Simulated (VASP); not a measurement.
All values below come from PBEsol GGA, VASP's PBE PAW potentials (set 64) (plane waves; VASP).

The input files of a VASP run:

File POSCAR:
```
WSe2
1.0
  1.6354498790  -2.8326819619   0.0000000000
  1.6354498790   2.8326819619   0.0000000000
  0.0000000000   0.0000000000  13.0183408277
W Se
2 4
Direct
  0.3333330000   0.6666670000   0.2500000000
  0.6666670000   0.3333330000   0.7500000000
  0.3333330000   0.6666670000   0.8789491109
  0.6666670000   0.3333330000   0.3789491109
  0.6666670000   0.3333330000   0.1210508891
  0.3333330000   0.6666670000   0.6210508891
```

INCAR:
```
SYSTEM=WSe2
PREC=Accurate; ENCUT=400; LREAL=.False.
LASPH=.True.
EDIFF=1E-6; NELM=100; ALGO=Normal
LMAXMIX=6
ISMEAR=0; SIGMA=0.05
GGA=PS
IBRION=2; NSW=60; ISIF=3
EDIFFG=-0.02
LWAVE=.False.; LCHARG=.False.
```

KPOINTS:
```
Automatic mesh
0
Gamma
7 7 2
0 0 0
```

POTCAR, in this order: W_sv Se (PBE.64 set). Program: vasp_std.

The resulting files:

OUTCAR:
```
 ion  position               nearest neighbor table
   1  0.333  0.667  0.250-   4 2.53   5 2.53   4 2.53   5 2.53   4 2.53   5 2.53
   2  0.667  0.333  0.750-   3 2.53   6 2.53   3 2.53   6 2.53   3 2.53   6 2.53
   3  0.333  0.667  0.879-   2 2.53   2 2.53   2 2.53
   4  0.667  0.333  0.379-   1 2.53   1 2.53   1 2.53
   5  0.667  0.333  0.121-   1 2.53   1 2.53   1 2.53
   6  0.333  0.667  0.621-   2 2.53   2 2.53   2 2.53
  LATTYP: Found a hexagonal cell.
 ALAT       =     3.2708994793
 C/A-ratio  =     3.9800491913
 Subroutine PRICEL returns:
 Original cell was already a primitive cell.
 Subroutine GETGRP returns: Found 24 space group operations
The static configuration has the point symmetry D_3d.
 The point group associated with its full space group is D_6h.
The dynamic configuration has the point symmetry D_3d.
 Subroutine INISYM returns: Found 24 space group operations
 Subroutine IBZKPT returns following result:
 Found     16 irreducible k-points:

 Following reciprocal coordinates:
            Coordinates               Weight
  0.000000  0.000000  0.000000      1.000000
  0.142857 -0.000000  0.000000      6.000000
  0.285714  0.000000  0.000000      6.000000
  0.428571 -0.000000  0.000000      6.000000
  0.142857  0.142857  0.000000      6.000000
  0.285714  0.142857  0.000000     12.000000
  0.428571  0.142857  0.000000      6.000000
  0.285714  0.285714  0.000000      6.000000
  0.000000  0.000000  0.500000      1.000000
  0.142857 -0.000000  0.500000      6.000000
  0.285714  0.000000  0.500000      6.000000
  0.428571 -0.000000  0.500000      6.000000
  0.142857  0.142857  0.500000      6.000000
  0.285714  0.142857  0.500000     12.000000
  0.428571  0.142857  0.500000      6.000000
  0.285714  0.285714  0.500000      6.000000
   k-points           NKPTS =     16   k-points in BZ     NKDIM =     16   number of bands    NBANDS=     31
   number of dos      NEDOS =    301   number of ions     NIONS =      6
...
```

File OSZICAR:
```
...
       N       E                     dE             d eps       ncg     rms          rms(c)
DAV:   1    -0.465485927745E+02   -0.89392E-03   -0.23002E-02  1104   0.120E+00    0.254E-01
DAV:   2    -0.465479601037E+02    0.63267E-03   -0.37424E-03  1191   0.400E-01    0.743E-02
DAV:   3    -0.465478268902E+02    0.13321E-03   -0.57475E-04  1206   0.978E-02    0.324E-02
DAV:   4    -0.465478009314E+02    0.25959E-04   -0.10355E-04  1139   0.630E-02    0.329E-02
DAV:   5    -0.465477985086E+02    0.24228E-05   -0.14081E-05  1280   0.219E-02    0.146E-02
DAV:   6    -0.465477956472E+02    0.28614E-05   -0.98889E-06  1120   0.136E-02    0.396E-03
DAV:   7    -0.465477956234E+02    0.23791E-07   -0.10578E-06   629   0.702E-03
   3 F= -.46547796E+02 E0= -.46547796E+02  d E =-.530339E-03
       N       E                     dE             d eps       ncg     rms          rms(c)
DAV:   1    -0.465480691286E+02   -0.27348E-03   -0.79513E-03  1034   0.451E-01    0.522E-02
DAV:   2    -0.465480401375E+02    0.28991E-04   -0.57743E-04  1087   0.139E-01    0.279E-02
DAV:   3    -0.465480350023E+02    0.51353E-05   -0.22473E-05  1099   0.250E-02    0.212E-02
DAV:   4    -0.465480328970E+02    0.21053E-05   -0.89363E-06  1040   0.132E-02    0.107E-02
DAV:   5    -0.465480329104E+02   -0.13392E-07   -0.18702E-06   801   0.896E-03
   4 F= -.46548033E+02 E0= -.46548033E+02  d E =-.237287E-03
       N       E                     dE             d eps       ncg     rms          rms(c)
DAV:   1    -0.465484087835E+02   -0.37589E-03   -0.21563E-02  1020   0.742E-01    0.865E-02
DAV:   2    -0.465483276141E+02    0.81169E-04   -0.15569E-03  1059   0.228E-01    0.457E-02
DAV:   3    -0.465483136415E+02    0.13973E-04   -0.60837E-05  1213   0.411E-02    0.350E-02
DAV:   4    -0.465483076894E+02    0.59520E-05   -0.23730E-05  1044   0.213E-02    0.180E-02
DAV:   5    -0.465483077201E+02   -0.30709E-07   -0.54243E-06   997   0.147E-02
   5 F= -.46548308E+02 E0= -.46548308E+02  d E =-.512097E-03
       N       E                     dE             d eps       ncg     rms          rms(c)
DAV:   1    -0.465488360742E+02   -0.52838E-03   -0.86263E-02  1013   0.148E+00    0.174E-01
DAV:   2    -0.465485055579E+02    0.33052E-03   -0.62356E-03  1037   0.457E-01    0.917E-02
DAV:   3    -0.465484497015E+02    0.55856E-04   -0.24216E-04  1198   0.822E-02    0.705E-02
DAV:   4    -0.465484249998E+02    0.24702E-04   -0.95611E-05  1156   0.422E-02    0.360E-02
DAV:   5    -0.465484250100E+02   -0.10140E-07   -0.22876E-05  1245   0.284E-02    0.194E-02
DAV:   6    -0.465484238036E+02    0.12063E-05   -0.85060E-06  1083   0.154E-02    0.408E-03
DAV:   7    -0.465484239176E+02   -0.11397E-06   -0.49842E-07   608   0.406E-03
   6 F= -.46548424E+02 E0= -.46548424E+02  d E =-.628294E-03
       N       E                     dE             d eps       ncg     rms          rms(c)
DAV:   1    -0.465484953597E+02   -0.71556E-04   -0.90364E-03  1020   0.479E-01    0.555E-02
DAV:   2    -0.465484587816E+02    0.36578E-04   -0.65602E-04  1031   0.148E-01    0.297E-02
DAV:   3    -0.465484526506E+02    0.61309E-05   -0.25619E-05  1100   0.267E-02    0.227E-02
DAV:   4    -0.465484497668E+02    0.28839E-05   -0.96729E-06  1012   0.136E-02    0.117E-02
DAV:   5    -0.465484496913E+02    0.75464E-07   -0.23124E-06   833   0.983E-03
   7 F= -.46548450E+02 E0= -.46548450E+02  d E =-.654068E-03
       N       E                     dE             d eps       ncg     rms          rms(c)
DAV:   1    -0.465489074973E+02   -0.45773E-03   -0.13061E-02   999   0.753E-01    0.112E-01
DAV:   2    -0.465486707935E+02    0.23670E-03   -0.19493E-03  1147   0.274E-01    0.494E-02
DAV:   3    -0.465486277582E+02    0.43035E-04   -0.14883E-04  1114   0.575E-02    0.233E-02
DAV:   4    -0.465486146919E+02    0.13066E-04   -0.39581E-05  1097   0.335E-02    0.154E-02
DAV:   5    -0.465486138053E+02    0.88665E-06   -0.28128E-06   918   0.105E-02
   8 F= -.46548614E+02 E0= -.46548614E+02  d E =-.164114E-03
       N       E                     dE             d eps       ncg     rms          rms(c)
DAV:   1    -0.465516870921E+02   -0.30724E-02   -0.11829E-01   999   0.227E+00    0.334E-01
DAV:   2    -0.465495467664E+02    0.21403E-02   -0.17440E-02  1140   0.820E-01    0.147E-01
DAV:   3    -0.465491638096E+02    0.38296E-03   -0.13249E-03  1130   0.172E-01    0.701E-02
DAV:   4    -0.465490457681E+02    0.11804E-03   -0.36260E-04  1118   0.102E-01    0.470E-02
DAV:   5    -0.465490413257E+02    0.44424E-05   -0.24852E-05  1270   0.297E-02    0.232E-02
DAV:   6    -0.465490382456E+02    0.30800E-05   -0.10904E-05  1072   0.152E-02    0.331E-03
DAV:   7    -0.465490381117E+02    0.13393E-06   -0.19595E-06   659   0.813E-03
   9 F= -.46549038E+02 E0= -.46549038E+02  d E =-.588420E-03
       N       E                     dE             d eps       ncg     rms          rms(c)
DAV:   1    -0.465601352469E+02   -0.11097E-01   -0.47157E-01   999   0.453E+00    0.668E-01
DAV:   2    -0.465516303060E+02    0.85049E-02   -0.69954E-02  1140   0.164E+00    0.295E-01
DAV:   3    -0.465500994440E+02    0.15309E-02   -0.52974E-03  1129   0.345E-01    0.141E-01
DAV:   4    -0.465496332422E+02    0.46620E-03   -0.14244E-03  1125   0.199E-01    0.932E-02
DAV:   5    -0.465496137463E+02    0.19496E-04   -0.11028E-04  1225   0.633E-02    0.489E-02
DAV:   6    -0.465496033665E+02    0.10380E-04   -0.43339E-05  1230   0.315E-02    0.630E-03
DAV:   7    -0.465496025868E+02    0.77967E-06   -0.81771E-06  1004   0.148E-02
  10 F= -.46549603E+02 E0= -.46549603E+02  d E =-.115290E-02
       N       E                     dE             d eps       ncg     rms          rms(c)
DAV:   1    -0.465915545370E+02   -0.41951E-01   -0.18755E+00   992   0.903E+00    0.134E+00
DAV:   2    -0.465577685298E+02    0.33786E-01   -0.27878E-01  1126   0.329E+00    0.590E-01
DAV:   3    -0.465516867814E+02    0.60817E-02   -0.21222E-02  1122   0.692E-01    0.286E-01
DAV:   4    -0.465498199927E+02    0.18668E-02   -0.56150E-03  1132   0.390E-01    0.186E-01
DAV:   5    -0.465497357171E+02    0.84276E-04   -0.46006E-04  1203   0.129E-01    0.996E-02
DAV:   6    -0.465496966054E+02    0.39112E-04   -0.18271E-04  1230   0.652E-02    0.120E-02
DAV:   7    -0.465496936558E+02    0.29496E-05   -0.32423E-05  1118   0.292E-02    0.487E-03
DAV:   8    -0.465496941016E+02   -0.44577E-06   -0.98058E-07   769   0.632E-03
  11 F= -.46549694E+02 E0= -.46549694E+02  d E =-.124441E-02
       N       E                     dE             d eps       ncg     rms          rms(c)
DAV:   1    -0.465560688308E+02   -0.63752E-02   -0.28070E-01   999   0.347E+00    0.508E-01
DAV:   2    -0.465509672986E+02    0.51015E-02   -0.40585E-02  1117   0.125E+00    0.224E-01
DAV:   3    -0.465500988660E+02    0.86843E-03   -0.29017E-03  1138   0.258E-01    0.108E-01
DAV:   4    -0.465498294335E+02    0.26943E-03   -0.82837E-04  1125   0.151E-01    0.706E-02
DAV:   5    -0.465498213939E+02    0.80396E-05   -0.65779E-05  1241   0.492E-02    0.373E-02
DAV:   6    -0.465498165709E+02    0.48230E-05   -0.26761E-05  1133   0.248E-02    0.485E-03
DAV:   7    -0.465498159386E+02    0.63232E-06   -0.50286E-06   948   0.122E-02
  12 F= -.46549816E+02 E0= -.46549816E+02  d E =-.136625E-02
       N       E                     dE             d eps       ncg     rms          rms(c)
DAV:   1    -0.465500915025E+02   -0.27493E-03   -0.91376E-03  1062   0.592E-01    0.694E-02
DAV:   2    -0.465500094768E+02    0.82026E-04   -0.61978E-04  1139   0.119E-01    0.412E-02
DAV:   3    -0.465499816124E+02    0.27864E-04   -0.10193E-04  1201   0.594E-02    0.295E-02
DAV:   4    -0.465499761709E+02    0.54415E-05   -0.19549E-05  1179   0.223E-02    0.170E-02
DAV:   5    -0.465499760720E+02    0.98960E-07   -0.36759E-06   944   0.888E-03
  13 F= -.46549976E+02 E0= -.46549976E+02  d E =-.160133E-03
```

### OUTCAR
```
------------------------ aborting loop because EDIFF is reached ----------------------------------------
  FORCE on cell =-STRESS in cart. coord.  units (eV):
  Direction    XX          YY          ZZ          XY          YZ          ZX
  --------------------------------------------------------------------------------------
  Total       -0.0919854     -0.0919854     -0.0170326      0.0000000     -0.0000000      0.0000000
  in kB       -1.2021855     -1.2021852     -0.2226041      0.0000000     -0.0000000      0.0000000
  external PRESSURE =      -0.8756583 kB  Pullay stress =       0.0000000 kB
  volume of cell :      122.59
      direct lattice vectors                 reciprocal lattice vectors
     1.637472009 -2.836184392 -0.000000000     0.305348731 -0.176293192 -0.000000000
     1.637472009  2.836184392  0.000000000     0.305348731  0.176293192 -0.000000000
     0.000000000 -0.000000000 13.198356375    -0.000000000 -0.000000000  0.075767010
 POSITION                                       TOTAL-FORCE (eV/Angst)
 -----------------------------------------------------------------------------------
      1.63747      0.94540      3.29959        -0.000000     -0.000000      0.000000
      1.63747     -0.94540      9.89877         0.000000     -0.000000      0.000000
      1.63747      0.94540     11.57480        -0.000000     -0.000000     -0.001175
      1.63747     -0.94540      4.97563        -0.000000      0.000000     -0.001175
      1.63747     -0.94540      1.62355        -0.000000      0.000000      0.001175
      1.63747      0.94540      8.22273         0.000000     -0.000000      0.001175
 -----------------------------------------------------------------------------------
    total drift:                                0.000000      0.001059     -0.000034
  FREE ENERGIE OF THE ION-ELECTRON SYSTEM (eV)
  ---------------------------------------------------
  free  energy   TOTEN  =       -46.5499760720 eV

  energy  without entropy=      -46.5499760720  energy(sigma->0) =      -46.54997607

 reached required accuracy - stopping structural energy minimisation
```
(Selected blocks of OUTCAR.)

**CONTCAR**
```
WSe2
   1.00000000000000
     1.6374720087671006   -2.8361843922136267   -0.0000000000000000
     1.6374720087671006    2.8361843922136267    0.0000000000000000
     0.0000000000000000   -0.0000000000000000   13.1983563754601434
  W               Se
     2     4
Direct
     0.3333330000000032    0.6666669999999968    0.2500000000000000
     0.6666669999999968    0.3333330000000032    0.7500000000000000
     0.3333330000000032    0.6666669999999968    0.8769883325479326
     0.6666669999999968    0.3333330000000032    0.3769883325479325
     0.6666669999999968    0.3333330000000032    0.1230116674520674
     0.3333330000000032    0.6666669999999968    0.6230116674520674
```

Without a dispersion term in the relaxation, distances and binding between the weakly bound layers, chains or molecules are unreliable, and so is what depends on them.

The compound is WSe2 in the 2H layered structure. This run relaxes it. Symmetry was kept, so distortions that lower it aren't found. The start is the result of an earlier pass.
